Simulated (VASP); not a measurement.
Wanted: the native input for a VASP 6.6.1 run.

```yaml
Task: relaxation of the atoms
Functional: r2SCAN
Potentials_or_basis: VASP PAW PBE potentials, release 64 (Ga_d, Sb)
Cutoff: 600 eV
k_mesh: 10 × 10 × 10
Occupations: gaussian, width 0.03 eV
Spin: no spin polarisation
Further_INCAR_settings: ALGO = Normal; EDIFF = 1e-07; IBRION = 2; EDIFFG = -0.01; NSW = 40
```

The structure of GaSb lies in POSCAR:

```
GaSb                                    
1.0
    0.0000000000      3.0255817400      3.0255817400
    3.0255817400      0.0000000000      3.0255817400
    3.0255817400      3.0255817400      0.0000000000
  Ga              Sb            
     1     1
Direct
     0.0000000000000000    0.0000000000000000    0.0000000000000000
     0.2500000000000000    0.2500000000000000    0.2500000000000000
```

The cell isn't the ideal one: a relaxed cell with its volume scaled by 0.96.

One way to write it, as run:

INCAR

```
SYSTEM = GaSb
PREC = Accurate
ENCUT = 600
EDIFF = 1E-7
ISMEAR = 0
SIGMA = 0.03
LREAL = .False.
LASPH = .True.
NELM = 80
ALGO = Normal
ISIF = 2
LWAVE = .False.
LCHARG = .False.
METAGGA = R2SCAN
LMIXTAU = .True.
IBRION = 2
NSW = 40
EDIFFG = -0.01
```

KPOINTS

```
Automatic mesh
0
Gamma
  10 10 10
  0 0 0
```

Potentials or basis: VASP PAW PBE potentials, release 64 (Ga_d, Sb).

Run with:

```bash
$ cat potpaw_PBE.64/Ga_d/POTCAR potpaw_PBE.64/Sb/POTCAR > POTCAR
$ mpirun -np 1 vasp_std > vasp.out
```

Results of the run:

The pressure after relaxing is 2.4 GPa and the band gap on the k mesh is 0.70 eV, direct.

Caveat: the relaxation stopped at its first step, so nothing moved; the PAW data sets were made with another functional, which shifts forces and pressure a little; spin-orbit coupling is left out, which moves the levels of the heavy elements.

Run time: 100 s on 1 thread of Intel(R) Xeon(R) 6975P-C (Granite Rapids) (shared host), peak memory 0.24 GiB.
